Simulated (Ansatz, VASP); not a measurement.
**Cross-check of InF between VASP and Ansatz**

One calculation is typed for both programs; each brings its own data sets. How far apart do they land? The cell is generated by rule, not measured, and may not be a known phase. The cell is taken from a series of runs on this material, whose earlier steps may have relaxed, scaled, displaced or heated it; both programs get it as it stands.

Calculated with Ansatz 0.2.0; plane waves, with VASP 6.6.1 beside it; relaxation of cell and atoms at LDA.

The structure was built from a prototype and need not be the compound's stable phase.

## 1. Set-up

Symmetry: P6_3/mmc, No. 194, hexagonal system. The conventional cell has a = 3.177 Å, b = 3.177 Å, c = 7.537 Å, α = 90.00°, β = 90.00°, γ = 120.00°. Nearest to In lie 6 F at 2.63 Å. F has 6 In at 2.63 Å nearest. Farther neighbours and most contacts between anions are not listed.

## 2. Ansatz: relaxation of cell and atoms, LDA

Ansatz runs on its default PAW (the set named soft_2) files.

The relaxed volume is the usual yardstick between codes: in a stiff, nearly cubic crystal its relative difference is about their pressure difference at one cell divided by the bulk modulus.

input.yaml reads:

```yaml
crystal:
  lattice:
    - [3.1770540376, 0.0, 0.0]
    - [-1.5885270188, 2.7514095057, 0.0]
    - [0.0, 0.0, 7.5366905045]
  atoms:
    - { symbol: In, position: [0.0, 0.0, 0.0] }
    - { symbol: In, position: [0.0, 0.0, 0.5] }
    - { symbol: F, position: [0.3333333333, 0.6666666667, 0.25] }
    - { symbol: F, position: [0.6666666667, 0.3333333333, 0.75] }
kpoints:
  mp_grid: { grid: [15, 15, 6] }
hamiltonian:
  xc: lda
scf:
  occupations: { method: methfessel_paxton, width: 0.2 }
output:
  forces: true
  stress: true
  eigenvalues: true
  write_density: true
  write_potential: true
  elf: true
  volumetric_format: npy
relax:
  adjacent_minimum: "off"
  f_tol: 0.001
  max_steps: 60
  cell: { stress_tol: 0.01 }
```

On the command line:

```sh
$ ansatz run input.yaml --threads 4 --pin off --max-ram 7168MiB --backend cpu --events-out ev --progress --plain --runs-dir out
```

Numbers of over 12 decimals in the logs are rounded to 6 here.

Output:

```text
Engine: ansatz 0.2.0, aarch64-unknown-linux-gnu
Pseudopotentials: kind: paw
Pseudopotential: In, paw, valence charge 13, recommended cutoff 420 eV (normal), In.paw.azcp
Pseudopotential: F, paw, valence charge 7, recommended cutoff 420 eV (normal), F.paw.azcp
Functional definition: SPW92
  exchange = slater_x
  correlation = pw_c
Crystal: 4 atoms, lattice volume = 65.881 Å³
Basis set: ecut = 420 eV, 1321 PW (Γ)
Bands: 24, of which v1, the nominal top of the filled ones, is band 20 counted from 1 (19 counted from 0)
Symmetry: 24 space group operations
Space group: P63/mmc (ITA 194), of the structure as read, at distance tolerance 4.0e-5 Å
k-points: 108 of 1350
Non-local potential: In, projectors of the file, l = 0: 2, l = 1: 2, l = 2: 2, l = 3: 2
Non-local potential: F, projectors of the file, l = 0: 2, l = 1: 2, l = 2: 1
PAW form: soft (Blöchl's): semilocal exchange-correlation on the pseudo side does not see the compensation charge
PAW frozen core: In, regenerated for the run's functional, and the local potential with it (the file was generated under x = pbe(κ = 0.804, μ = 0.219515), c = pbe(β = 0.066725))
PAW frozen core: F, regenerated for the run's functional, and the local potential with it (the file was generated under x = pbe(κ = 0.804, μ = 0.219515), c = pbe(β = 0.066725))
PAW one-centre angular grid: In, 590 points (default); XC on 64 Gauss nodes
PAW one-centre angular grid: F, 110 points (default); XC on 64 Gauss nodes
Initial density: superposition of atomic densities (neutral atoms: chi_scale 0, normalization atom), corrected by the library's trained network
Initial wavefunctions: pseudopotential atomic-orbital guess
Functional: x = slater, c = lda
SCF iter   1: F=—  HF=-12502.161439 eV  |F-HF|=—  |Δ(HF+E_count)|=         —  Δρ=2.22e-2  dr2=2.48e-1  ethr=1.77e-3  ⟨swp⟩=5.2  Hψ=10723  notcnv=0
preconditioner: auto → LDOS  [metal: Δε(μ)=0.065 eV  Ē_g=15.132 eV  σ=0.200 eV  W_gap=0.27  n_scr=24 (ndim 8)  ℏωp=28.9 eV  f_vac=0.013  D(μ)=0.35/eV (n_scr^D=2)  β→1.0]
SCF iter   2: F=—  HF=-12502.201493 eV  |F-HF|=—  |Δ(HF+E_count)|=   4.01e-2  S|Δr|=    0.00e0  Δρ=3.04e-2  dr2=3.73e-1  ethr=6.20e-4  ⟨swp⟩=2.0  Hψ=6045  notcnv=0
preconditioner: auto → Kerker (q_TF=auto, 2.511 Å⁻¹)  [metal: Δε(μ)=0.102 eV  Ē_g=15.463 eV  σ=0.200 eV  W_gap=0.39  n_scr=24 (ndim 8)  ℏωp=28.9 eV  f_vac=0.007  D(μ)=0.27/eV (n_scr^D=2)  β→0.5]
SCF iter   3: F=—  HF=-12502.101602 eV  |F-HF|=—  |Δ(HF+E_count)|=   9.99e-2  S|Δr|=    0.00e0  Δρ=6.32e-3  dr2=1.31e-2  ethr=6.20e-4  ⟨swp⟩=2.0  Hψ=4999  notcnv=0
SCF iter   4: F=—  HF=-12502.097770 eV  |F-HF|=—  |Δ(HF+E_count)|=   3.83e-3  S|Δr|=    0.00e0  Δρ=4.80e-4  dr2=2.39e-4  ethr=3.28e-5  ⟨swp⟩=2.0  Hψ=5347  notcnv=0
SCF iter   5: F=—  HF=-12502.097705 eV  |F-HF|=—  |Δ(HF+E_count)|=   6.50e-5  S|Δr|=    0.00e0  Δρ=1.40e-4  dr2=1.60e-5  ethr=5.96e-7  ⟨swp⟩=2.0  Hψ=3211  notcnv=0
SCF iter   6: F=—  HF=-12502.097694 eV  |F-HF|=—  |Δ(HF+E_count)|=   1.12e-5  S|Δr|=    0.00e0  Δρ=4.23e-5  dr2=2.42e-6  ethr=4.00e-8  ⟨swp⟩=2.5  Hψ=4821  notcnv=0
SCF iter   7: F=—  HF=-12502.097693 eV  |F-HF|=—  |Δ(HF+E_count)|=   8.71e-7  S|Δr|=    0.00e0  Δρ=1.67e-5  dr2=2.64e-7  ethr=6.05e-9  ⟨swp⟩=2.1  Hψ=4521  notcnv=0
SCF iter   8: F=-12502.097693 eV  HF=-12502.097693 eV  |F-HF|=9.69e-9  |Δ(HF+E_count)|=   4.72e-8  S|Δr|=    0.00e0  Δρ=4.54e-6  dr2=1.88e-8  ethr=2.50e-10  ⟨swp⟩=8.3  Hψ=16477  notcnv=0
SCF 1 converged in 8 iterations: F = -12502.097693 eV  dr2 = 1.88e-8
  greatest PAW one-centre occupation: 0.985 electrons in one spin orbital (limit 2), on the In atom at site 1 (counted from 0), in its partial waves of l = 2
relax step   1: F+E_penalty+E_count = -12502.09769261 eV  Δ(F+E_penalty+E_count) = +0.000e0 eV  max|allowed force component| = 9.252e-18 eV/Å  Δτ_max = 0.0000 Å  P = +0.005 GPa  Ω = 65.881 Å³  (8 SCF iters, dr2 threshold 1.00e-7 eV, accepted)
[...]
relax step   2: F+E_penalty+E_count = -12502.09764064 eV  Δ(F+E_penalty+E_count) = +5.197e-5 eV  max|allowed force component| = 4.626e-17 eV/Å  Δτ_max = 0.0000 Å  P = +0.003 GPa  Ω = 65.896 Å³  energy of the carried Pulay correction = -5.329e-5 eV  (6 SCF iters, dr2 threshold 3.17e-10 eV, accepted)
[...]
relax step   3: F+E_penalty+E_count = -12502.09767535 eV  Δ(F+E_penalty+E_count) = -3.471e-5 eV  max|allowed force component| = 3.701e-17 eV/Å  Δτ_max = 0.0000 Å  P = +0.004 GPa  Ω = 65.896 Å³  stress off target by 5.31e-3 GPa  SCF on the basis re-selected at this cell (its energy is not comparable with the rows above)  (6 SCF iters)
basis re-selected at this cell: Δ(F+E_penalty+E_count) = -3.471e-5 eV, ΔP = +0.001 GPa vs the last step (what re-selecting the basis moved, of the pressure what is left beyond the Pulay correction that the steps carried, after the strain that the cell walked since its last selection, with what the two solves' SCF thresholds leave and, on support functions, any second-order correction that the steps lacked; it is no m [...]
SCF converged after 6 iterations
Stability not checked: this state was not tested for a lower state beside it, because cold or Methfessel-Paxton smearing, or corrected tetrahedra, fill the levels in a way that the test cannot read (fill_not_monotonic; see scf.lower_state_search)
Free energy (F): -12502.097675 eV
Harris-Foulkes:  -12502.097675 eV  (|F-HF|=7.28e-12)
Internal energy: -12502.097871 eV  (E = F + TS)
E sigma→0 (E₀):  -12502.097724 eV
Entropy (-TS):   0.000195 eV (0.049 meV/atom)
Fermi energy:    8.863653 eV
--- Per-component energies (eV) ---
  E_band       = -92.028407
  E_kinetic    = 892.377998
  E_local      = -3065.363334  (includes V_loc(G=0)·N_el)
  E_nonlocal   = 890.750690
  E_hartree    = 1161.909863
  E_xc         = -584.735463
  E_vxc        = -405.725515  (∫ρ·V_xc dr)
  E_paw        = -8397.858782  (= ΣΔE_a)
  E_vpaw       = -727.892054  (= ΣTr[D̂ρ^β])
  E_aug_tail   = 0.004097  (compensation charges beyond the density's cutoff)
  E_ewald      = -3399.978514
  E_core_change = 0.795576  (= ΣΔE_core)
  E_smearing   = 0.000195  (= −TS)
  E_closure    = -0.000000  (closes the sum)
  Σ components = -12502.097675   (vs F -12502.097675, Δ=0.00e0)
--- Forces (eV/Å), atoms counted from 1 ---
  atom   1  In    -0.00000000    -0.00000000     0.00000000
  atom   2  In     0.00000000    -0.00000000     0.00000000
  atom   3  F     -0.00000000    -0.00000000     0.00000000
  atom   4  F      0.00000000     0.00000000     0.00000000
  max |Σ_I F_I| component: 9.25e-18 eV/Å
--- Stress (GPa, compression-positive) ---
        0.005310       0.000000       0.000000
        0.000000       0.005310       0.000000
        0.000000       0.000000       0.002615
  P = ⅓ Tr σ = 0.0044 GPa (0.044 kbar)
--- Band table (eV; the first three rows and the last of 108) ---
  k-point 0: bands = [... 16 lower, 4.7332, 4.8391, 4.8391, 7.2733, 9.6422, 14.8483, 17.3978, 20.0009]
  k-point 1: bands = [... 16 lower, 4.7405, 4.8328, 4.8328, 6.8937, 10.0598, 14.2398, 18.0798, 20.0517]
  k-point 2: bands = [... 16 lower, 4.7601, 4.8133, 4.8133, 6.1220, 10.9490, 13.1402, 19.3845, 20.1992]
  k-point 107: bands = [... 16 lower, 4.0940, 4.0940, 8.8092, 8.8092, 9.9718, 9.9718, 11.3754, 11.3754]
--- Relaxed structure (2 steps of the walk, 2 accepted, 1 SCFs on fresh bases) ---
  F+E_penalty+E_count = -12502.09767535 eV   max|allowed force component| = 3.701e-17 eV/Å   (the final SCF, on the basis selected at the relaxed cell)
  cell:  # Å, volume = 65.8964 Å³
    - [3.177682, 0.0, 0.0]
    - [-1.588841, 2.751953, 0.0]
    - [0.0, 0.0, 7.535464]
  atoms:
    - { symbol: In, position: [0, 0, 0.0] }
    - { symbol: In, position: [0, 0, 0.5] }
    - { symbol: F, position: [0.333333, 0.666667, 0.25] }
    - { symbol: F, position: [0.666667, 0.333333, 0.75] }
```

The column dr2 measures how far the density is from self-consistency, as an energy; F and HF (Harris–Foulkes) agree once it is small.

## 3. VASP: relaxation of cell and atoms, LDA

The same cell, functional (in two slightly different forms), mesh and smearing now go to VASP, with its own data sets.

Lines of VASP's logs that name or quote its potential files are left out, and so is its time.

INCAR reads:

```
SYSTEM = InF
PREC = Accurate
ENCUT = 600
EDIFF = 1E-07
NELM = 120
ISMEAR = 1
SIGMA = 0.2
LREAL = .FALSE.
ALGO = Normal
GGA = PW92
NBANDS = 26
LORBIT = 11
LWAVE = .FALSE.
LCHARG = .FALSE.
ISIF = 3
IBRION = 2
NSW = 80
EDIFFG = -0.005
LASPH = .TRUE.
GGA_COMPAT = .FALSE.
NELMIN = 4
KPAR = 2
```

POSCAR reads:

```
InF
1.0
    3.1770540000      0.0000000000      0.0000000000
   -1.5885270000      2.7514100000      0.0000000000
    0.0000000000      0.0000000000      7.5366910000
In F
2 2
Direct
    0.0000000000      0.0000000000      0.0000000000
    0.0000000000      0.0000000000      0.5000000000
    0.3333333333      0.6666666667      0.2500000000
    0.6666666667      0.3333333333      0.7500000000
```

KPOINTS reads:

```
Automatic mesh
0
Gamma
15 15 6
0 0 0
```

PAW data sets: In_d and F (LDA family, release 64).

On the command line:

```sh
$ mpirun -np 2 vasp_std
```

Output:

```text
[banner, memory and clock lines left out]
running    2 mpi-ranks, on    1 nodes
 distrk:  each k-point on    1 cores,    2 groups
 distr:  one band on    1 cores,    1 groups

 POSCAR found type information on POSCAR InF
 POSCAR found :  2 types and       4 ions
|                                                                             |
|               ----> ADVICE to this user running VASP <----                  |
|                                                                             |
|     You enforced a specific xc type in the INCAR file but a different       |
|     [... a line on the potential file left out ...]
|     I HOPE YOU KNOW WHAT YOU ARE DOING!                                     |
|                                                                             |

 LDA part: xc-table for (Slater(with rela. corr.)+PW92), standard interpolation
 POSCAR, INCAR and KPOINTS ok, starting setup
 FFT: planning ... GRIDC
 FFT: planning ... GRID_SOFT
 FFT: planning ... GRID
 WAVECAR not read
 entering main loop
       N       E                     dE             d eps       ncg     rms          rms(c)
DAV:   1     0.469317549235E+03    0.46932E+03   -0.21815E+04  5666   0.234E+03
DAV:   2     0.454915216356E+02   -0.42383E+03   -0.40848E+03  6020   0.529E+02
DAV:   3    -0.159364768281E+02   -0.61428E+02   -0.60286E+02  6358   0.204E+02
DAV:   4    -0.187128325656E+02   -0.27764E+01   -0.27594E+01  7090   0.444E+01
DAV:   5    -0.187998776957E+02   -0.87045E-01   -0.87018E-01  7532   0.730E+00    0.802E+00
DAV:   6    -0.170919640028E+02    0.17079E+01   -0.73242E+00  7656   0.251E+01    0.624E+00
DAV:   7    -0.170516882307E+02    0.40276E-01   -0.67666E-01  5824   0.493E+00    0.176E+00
DAV:   8    -0.170182730248E+02    0.33415E-01   -0.74693E-02  6320   0.185E+00    0.748E-01
DAV:   9    -0.170033495307E+02    0.14923E-01   -0.18374E-02  8500   0.142E+00    0.195E-01
DAV:  10    -0.170031727451E+02    0.17679E-03   -0.43476E-03  7418   0.536E-01    0.156E-01
DAV:  11    -0.170032112788E+02   -0.38534E-04   -0.26410E-04  6976   0.130E-01    0.746E-02
DAV:  12    -0.170032049170E+02    0.63619E-05   -0.10037E-04  7882   0.759E-02    0.255E-02
DAV:  13    -0.170032032345E+02    0.16825E-05   -0.19608E-05  7742   0.308E-02    0.104E-02
DAV:  14    -0.170032029431E+02    0.29134E-06   -0.12264E-06  7818   0.906E-03    0.547E-03
DAV:  15    -0.170032029528E+02   -0.96979E-08   -0.11935E-07  3962   0.302E-03
   1 F= -.17003203E+02 E0= -.17003255E+02  d E =-.170032E+02
[...]
2 F= -.17003367E+02 E0= -.17003409E+02  d E =-.163621E-03
[...]
3 F= -.17003526E+02 E0= -.17003547E+02  d E =-.322938E-03
[...]
4 F= -.17003538E+02 E0= -.17003551E+02  d E =-.334802E-03
[...]
5 F= -.17003647E+02 E0= -.17003650E+02  d E =-.109227E-03
[...]
6 F= -.17003669E+02 E0= -.17003655E+02  d E =-.131372E-03
 curvature:  -1.20 expect dE=-0.232E-04 dE for cont linesearch -0.726E-05
 ZBRENT: interpolating
 opt :   1.4516  next Energy=   -17.003677 (dE=-0.140E-03)
 bond charge predicted
       N       E                     dE             d eps       ncg     rms          rms(c)
DAV:   1    -0.170038112636E+02   -0.14212E-03   -0.68429E-03  5928   0.682E-01    0.713E-02
DAV:   2    -0.170037291774E+02    0.82086E-04   -0.21865E-04  7420   0.193E-01    0.444E-02
DAV:   3    -0.170036825511E+02    0.46626E-04   -0.33867E-05  8042   0.815E-02    0.117E-02
DAV:   4    -0.170036795556E+02    0.29955E-05   -0.12704E-05  8166   0.319E-02    0.809E-03
DAV:   5    -0.170036796295E+02   -0.73951E-07   -0.83152E-07  5842   0.772E-03
   7 F= -.17003680E+02 E0= -.17003671E+02  d E =-.141875E-03
 curvature:  -1.38 expect dE=-0.105E-04 dE for cont linesearch -0.177E-07
 trial: gam= 0.18084 g(F)=  0.119E-43 g(S)=  0.763E-05 ort =-0.224E-05 (trialstep = 0.878E+00)
 search vector abs. value=  0.195E-04
 reached required accuracy - stopping structural energy minimisation
```

OUTCAR, selected parts (step 3):

```text
ion  position               nearest neighbor table
   1  0.000  0.000  0.000-   3 2.63   4 2.63   4 2.63   3 2.63   4 2.63   3 2.63   2 3.77   2 3.77

  LATTYP: Found a hexagonal cell.
 ALAT       =     3.1770540000
 C/A-ratio  =     2.3722262826

 Subroutine GETGRP returns: Found 24 space group operations
 (whereof 12 operations were pure point group operations)

The static configuration has the point symmetry D_3d.
 The point group associated with its full space group is D_6h.

 Found    108 irreducible k-points:

   k-points           NKPTS =    108   k-points in BZ     NKDIM =    108   number of bands    NBANDS=     26

   dimension x,y,z NGX =    28 NGY =   28 NGZ =   60
   dimension x,y,z NGXF=    56 NGYF=   56 NGZF=  120

   ENCUT  =  600.0 eV  44.10 Ry    6.64 a.u.   6.35  6.35 15.05*2*pi/ulx,y,z

   NELECT =      40.0000    total number of electrons

 k-points in reciprocal lattice and weights: Automatic mesh
   0.00000000  0.00000000  0.00000000       0.001
   0.06666667  0.00000000  0.00000000       0.004
   0.13333333  0.00000000  0.00000000       0.004
   0.20000000  0.00000000  0.00000000       0.004
   0.26666667  0.00000000  0.00000000       0.004
   0.33333333  0.00000000  0.00000000       0.004
   0.40000000  0.00000000  0.00000000       0.004
   0.46666667  0.00000000  0.00000000       0.004
   0.06666667  0.06666667  0.00000000       0.004
[...]
0.33333333  0.26666667  0.50000000       0.009
   0.33333333  0.33333333  0.50000000       0.001

 average (electrostatic) potential at core
       1 -94.3451       2 -94.3451       3 -73.1829       4 -73.1829

 E-fermi :   6.0842

 k-point     1 :       0.0000    0.0000    0.0000
  band No.  band energies     occupation
    ...
     16       1.9362      2.00000
     17       1.9362      2.00000
     18       2.0415      2.00000
     19       2.0415      2.00000
     20       4.4475      2.00000
     21       6.8334     -0.00000
     22      11.9901      0.00000
     23      14.5742      0.00000
     24      17.3734      0.00000
     25      17.3734      0.00000
    ...

 k-point     2 :       0.0667    0.0000    0.0000
  band No.  band energies     occupation
    ...
     16       1.9097      2.00000
     17       1.9217      2.00000
     18       1.9767      2.00000
     19       2.0293      2.00000
     20       4.4424      2.00000
     21       7.0243     -0.00000
     22      12.0024      0.00000
     23      14.6090      0.00000
     24      16.6379      0.00000
     25      17.1604      0.00000
    ...

 k-point     3 :       0.1333    0.0000    0.0000
  band No.  band energies     occupation
    ...
     16       1.5955      2.00000
     17       1.8786      2.00000
     18       1.9965      2.00000
     19       2.0830      2.00000
     20       4.4305      2.00000
     21       7.5365     -0.00000
     22      12.0202      0.00000
     23      14.2797      0.00000
     24      15.5068      0.00000
     25      15.5155      0.00000
    ...

  Total       -0.0135233     -0.0135233     -0.0163314      0.0000000      0.0000000      0.0000000
  in kB       -0.3311685     -0.3311686     -0.3999375      0.0000000      0.0000000      0.0000000
  external PRESSURE =      -0.3540916 kB  Pullay stress =       0.0000000 kB

  energy-cutoff  :      600.00
  volume of cell :       65.42
      direct lattice vectors                 reciprocal lattice vectors
     3.161134882  0.000000000  0.000000000     0.316342085  0.182640153  0.000000000
    -1.580567441  2.737623631  0.000000000    -0.000000000  0.365280307 -0.000000000
    -0.000000000  0.000000000  7.560074977     0.000000000  0.000000000  0.132273820

 POSITION                                       TOTAL-FORCE (eV/Angst)
 -----------------------------------------------------------------------------------
      0.00000      0.00000      0.00000        -0.000000     -0.000000      0.000000
     -0.00000      0.00000      3.78004        -0.000000     -0.000000      0.000000
     -0.00000      1.82508      1.89002         0.000000     -0.000000      0.000000
      1.58057      0.91254      5.67006        -0.000000      0.000000     -0.000000
 -----------------------------------------------------------------------------------
    total drift:                                0.000000     -0.000000      0.000000

  FREE ENERGIE OF THE ION-ELECTRON SYSTEM (eV)
  ---------------------------------------------------
  free  energy   TOTEN  =       -17.0036796295 eV

  energy  without entropy=      -17.0036549425  energy(sigma->0) =      -17.00367140

 reached required accuracy - stopping structural energy minimisation

 total charge
# of ion       s       p       d       tot
------------------------------------------
    1        1.072   0.324   9.875  11.271
    2        1.072   0.324   9.875  11.271
    3        1.739   4.273   0.000   6.012
    4        1.739   4.273   0.000   6.012
--------------------------------------------------
tot          5.622   9.194  19.750  34.566

[... 3 further parts left out ...]
```

CONTCAR:

```
InF
   1.00000000000000
     3.1611348815334850    0.0000000000000000    0.0000000000000000
    -1.5805674407667425    2.7376236310874473    0.0000000000000000
    -0.0000000000000000    0.0000000000000000    7.5600749767237021
  In              F
     2     2
Direct
     0.0000000000000000    0.0000000000000000    0.0000000000000000
     0.0000000000000000    0.0000000000000000    0.5000000000000000
     0.3333333332999970    0.6666666667000030    0.2500000000000000
     0.6666666667000030    0.3333333332999970    0.7500000000000000
```

## 4. Side by side

Known differences besides the potentials themselves: the cutoff is 420 eV in Ansatz and 600 eV in VASP; VASP's log shows a relativistic correction to its local exchange, Ansatz's none; Ansatz adds a Pulay correction to the stress that steers its cell, VASP none. Total energies have different zeros and are not compared.

Both answers:

```csv
quantity,Ansatz,VASP,difference
volume (Å³),65.90,65.42,+0.72 %
"edge a after relaxation, in the typed setting (Å)",3.178,3.161,+0.53 %
"edge c after relaxation, in the typed setting (Å)",7.535,7.560,-0.33 %
```

## 5. What came out

```yaml
difference_in_volume_relaxation_of_cell_and_atoms_lda: 0.72 %
```

**Reading.** The difference in volume is 0.72 % (relaxation of cell and atoms, LDA), within the 1.2 % picked in this series as the mark of a large difference, as far as the stopping tolerances let one tell. How closely two codes agree says nothing of how well the functional describes the real material.

[Lines on the potential files, build, host, timing and source positions are cut from VASP's logs without a mark.]

[Logs are printed without paths, hosts, clocks, repeated set-up lines and the standing remarks that a program may print on its own settings, such as how far it seeks lower states.]

[Hosts, paths, dates, database ids (printed as entryN), source tags and the programs' standing remarks are cut or masked in the printed files.]
